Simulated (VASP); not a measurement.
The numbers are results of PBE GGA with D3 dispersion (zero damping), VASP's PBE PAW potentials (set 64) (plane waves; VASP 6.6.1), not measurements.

VASP ran on this input.

POSCAR:
```
NiSb
1
    2.0055149043    -3.4736538764     0.0000000000
    2.0055149043     3.4736538764     0.0000000000
    0.0000000000     0.0000000000     5.1925565172
Ni Sb
2 2
Direct
  0.0000000000   1.0000000000   0.5000000000
  0.0000000000   1.0000000000   0.0000000000
  0.3333330000   0.6666670000   0.2500000000
  0.6666670000   0.3333330000   0.7500000000
```

### INCAR
```
# general
SYSTEM =NiSb
PREC   =Accurate
ENCUT  =520   # plane-wave cut-off (eV)
LREAL  =.FALSE.
LASPH  =.TRUE.   # aspherical one-centre terms

# electronic loop
EDIFF  =1E-7   # SCF stop (eV)
NELM   =100
ALGO   =Normal
LMAXMIX=4

# smearing
ISMEAR =1
SIGMA  =0.1   # width (eV)

# functional
GGA    =PE   # PBE
IVDW   =11

# ions
IBRION =2   # conjugate gradients
NSW    =30
ISIF   =4   # ions and shape, fixed volume
EDIFFG =-0.01

# output
LWAVE  =.FALSE.
LCHARG =.FALSE.
```

### KPOINTS
```
Automatic mesh
0
Gamma
9 9 6
0 0 0
```

POTCAR, in this order: Ni Sb (PBE.64 set). Program: vasp_std.

### Question
What will the output report for the number of irreducible k-points (NKPTS), largest plane-wave count, number of space-group operations, FFT grid (NGX, NGY, NGZ)?

### Answer

```
Item                                           Value
--------------------------------------  ------------
number of irreducible k-points (NKPTS)            48
largest plane-wave count                        1978
number of space-group operations                  24
FFT grid (NGX, NGY, NGZ)                30 × 30 × 40
```

The compound is NiSb in the NiAs type structure. This cell is one point of a volume scan, at 1.06 of the reference volume. The run is not spin-polarised, so no magnetic state was tried.
